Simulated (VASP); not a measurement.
The input files of a VASP run:

File POSCAR:
```
FeAl
1
    2.8413724077    -0.0000000000     0.0000000000
   -0.0000000000     2.8413724077    -0.0000000000
   -0.0000000000    -0.0000000000     2.8413724077
Al Fe
1 1
Direct
  0.5000000000   0.5000000000   0.5000000000
  0.0000000000   0.0000000000   0.0000000000
```

INCAR:
```
# general
SYSTEM   =  FeAl
PREC     =  Accurate
ENCUT    =  520   # plane-wave cut-off (eV)
LREAL    =  F
LASPH    =  T

# electronic loop
EDIFF    =  1E-6
NELM     =  100
ALGO     =  Normal   # blocked Davidson
LMAXMIX  =  4   # l cut-off of mixed one-centre charges

# smearing
ISMEAR   =  1
SIGMA    =  0.1

# functional
GGA      =  PE   # PBE
IVDW     =  11

# ions
IBRION   =  2
NSW      =  60
ISIF     =  3
EDIFFG   =  -0.01

# output
LWAVE    =  F
LCHARG   =  F
```

File KPOINTS:
```
Automatic mesh
0
gamma
12 12 12
```

POTCAR, in this order: Al Fe (PBE.64 set). Program: vasp_std.

### Question
Translate this PBE-D3 (zero damping) calculation to Quantum ESPRESSO's pw.x.

### Answer
One equivalent input (not run):
```
&CONTROL
  calculation = 'vc-relax'
  pseudo_dir = './pseudo'
  outdir = './out'
  tprnfor = .true.
  tstress = .true.
  nstep = 60
  forc_conv_thr = 0.00039
/
&SYSTEM
  ibrav = 0
  nat = 2
  ntyp = 2
  ecutwfc = 90
  occupations = 'smearing'
  smearing = 'methfessel-paxton'
  degauss = 0.00735
  input_dft = 'pbe'
  vdw_corr = 'grimme-d3'
  dftd3_version = 3
  dftd3_threebody = .false.
/
&ELECTRONS
  conv_thr = 7.3e-08
  electron_maxstep = 100
/
&IONS
/
&CELL
/
ATOMIC_SPECIES
  Al 26.982 Al.upf
  Fe 55.845 Fe.upf
CELL_PARAMETERS angstrom
     2.8413724   -0.0000000    0.0000000
    -0.0000000    2.8413724   -0.0000000
    -0.0000000   -0.0000000    2.8413724
ATOMIC_POSITIONS crystal
  Al   0.5000000  0.5000000  0.5000000
  Fe   0.0000000  0.0000000  0.0000000
K_POINTS automatic
  12 12 12 0 0 0
```
Limits of the translation: the potentials are each code's own (VASP's PAW set, PseudoDojo norm-conserving files in pw.x), so ENCUT and ecutwfc are chosen apart and not converted; conv_thr bounds pw.x's estimated SCF error, while EDIFF bounds the energy change between steps; forc_conv_thr acts on force components and is met together with etot_conv_thr.

The compound is FeAl in the CsCl type structure. It was relaxed first, which changed the volume by -7 %. The start is the result of an earlier pass.
